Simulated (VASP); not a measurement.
```xyz
2
Lattice="0.0000 3.0397 3.0397 3.0397 0.0000 3.0397 3.0397 3.0397 0.0000" Properties=species:S:1:pos:R:3 pbc="T T T"
Cd     0.0000     0.0000     0.0000
Se     1.5198     1.5198     1.5198
```

Computed with PBEsol GGA, VASP's PBE PAW potentials (set 64) (plane waves; VASP). Settings: 530 eV cut-off, 7×7×7 Γ-centred mesh, Gaussian smearing of 0.050 eV, potentials Cd Se.

Problem. Give the elastic stiffness tensor with the ions relaxed (GPa, in the frame of the cell).

Solution. 
|  | xx | yy | zz | yz | xz | xy |
|---|---|---|---|---|---|---|
| xx | 64.5 | 47.6 | 47.6 | 0.0 | 0.0 | 0.0 |
| yy | 47.6 | 64.5 | 47.6 | 0.0 | 0.0 | 0.0 |
| zz | 47.6 | 47.6 | 64.5 | 0.0 | 0.0 | 0.0 |
| yz | 0.0 | 0.0 | 0.0 | 22.1 | 0.0 | 0.0 |
| xz | 0.0 | 0.0 | 0.0 | 0.0 | 22.1 | 0.0 |
| xy | 0.0 | 0.0 | 0.0 | 0.0 | 0.0 | 22.1 |

Problem. What does the run give for the Hill bulk modulus, Hill shear modulus, Young's modulus, Poisson's ratio?

Solution. 
```yaml
hill_bulk_modulus: 53.2 GPa
hill_shear_modulus: 15.1 GPa
Young's modulus: 41.3 GPa
Poisson's ratio: 0.371
```

The compound is CdSe in the zinc blende structure, whereas wurtzite is the usual form. It was relaxed first.
